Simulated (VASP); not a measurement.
An input for Quantum ESPRESSO's pw.x (written as the equivalent of a VASP run, and not itself run):

```
&CONTROL
  calculation = 'vc-relax'
  pseudo_dir = './pseudo'
  outdir = './out'
  tprnfor = .true.
  tstress = .true.
  nstep = 50
  forc_conv_thr = 0.00039
/
&SYSTEM
  ibrav = 0
  nat = 2
  ntyp = 1
  ecutwfc = 96
  occupations = 'smearing'
  smearing = 'fermi-dirac'
  degauss = 0.009996
  input_dft = 'pbe'
  nspin = 2
  starting_magnetization(1) = 0.2
/
&ELECTRONS
  conv_thr = 7.3e-08
  electron_maxstep = 100
/
&IONS
/
&CELL
/
ATOMIC_SPECIES
  Co 58.933 Co.upf
CELL_PARAMETERS angstrom
     1.2550000   -2.1737240    0.0000000
     1.2550000    2.1737240    0.0000000
     0.0000000    0.0000000    4.0700000
ATOMIC_POSITIONS crystal
  Co   0.3333330  0.6666670  0.2500000
  Co   0.6666670  0.3333330  0.7500000
K_POINTS automatic
  13 13 7 0 0 0
```

Question: Translate this input to VASP (INCAR, KPOINTS, POSCAR, choice of POTCAR).

Answer: One answer among several that fit: 
**KPOINTS**
```
Automatic mesh
0
Gamma
13 13 7
0 0 0
```

### POSCAR
```
Co
1
    1.2550000000    -2.1737240000     0.0000000000
    1.2550000000     2.1737240000     0.0000000000
    0.0000000000     0.0000000000     4.0700000000
Co
2
Direct
  0.3333330000   0.6666670000   0.2500000000
  0.6666670000   0.3333330000   0.7500000000
```

**INCAR**
```
SYSTEM  =  Co
PREC  =  Accurate; ENCUT  =  300; LREAL  =  F
LASPH  =  T
EDIFF  =  1E-6; NELM  =  100; ALGO  =  Normal
LMAXMIX  =  4
ISMEAR  =  -1; SIGMA  =  0.136
GGA  =  PE
ISPIN  =  2; MAGMOM  =  2*2.0
IBRION  =  2; NSW  =  50; ISIF  =  3
EDIFFG  =  -0.01
LWAVE  =  F; LCHARG  =  F; LORBIT  =  11
```

POTCAR, in this order: Co (PBE.64 set). Program: vasp_std.

The two are equivalent in intent, not identical: the potentials are each code's own (VASP's PAW set, PseudoDojo norm-conserving files in pw.x), so ENCUT and ecutwfc are chosen apart and not converted; conv_thr bounds pw.x's estimated SCF error, while EDIFF bounds the energy change between steps; starting_magnetization is a fraction of the valence charge and MAGMOM a moment in μB, so they match only roughly; forc_conv_thr acts on force components and is met together with etot_conv_thr.

The structure is a typed Co crystal (P6_3/mmc). This run relaxes it. Symmetry was kept, so distortions that lower it aren't found. The run is one of a series of settings (EDIFFG = -0.01, IBRION = 2, ISIF = 3, NSW = 50 against the base run), some of them coarse on purpose.
